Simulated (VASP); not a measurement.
Given:

```
CELL_PARAMETERS angstrom
      0.00000     1.95835     1.95835
      1.95835     0.00000     1.95835
      1.95835     1.95835     0.00000
ATOMIC_POSITIONS crystal
  Pt 0.00000 0.00000 0.00000
```

These are PBE GGA with D3 dispersion (zero damping), VASP's PBE PAW potentials (set 64) (plane waves; VASP 6.6.1) values and carry that method's errors. Run with 520 eV cut-off, Gaussian smearing of 0.050 eV, potentials Pt.

### Question
Give the energies of bands 1 to 6 at the high-symmetry points, in eV from the Fermi level.

### Answer

```tsv
band	Γ	X	U	L	W
1	-10.24	-7.10	-6.29	-7.35	-5.68
2	-3.79	-6.64	-5.49	-3.86	-4.57
3	-3.79	0.03	-2.86	-3.86	-4.57
4	-3.79	0.52	-1.31	-0.47	-2.00
5	-1.62	0.52	-0.15	0.06	0.52
6	-1.62	1.79	5.78	0.06	7.17
```

It has no gap at this level: it comes out as a metal or semimetal.

The compound is Pt in the fcc structure. It was relaxed first.
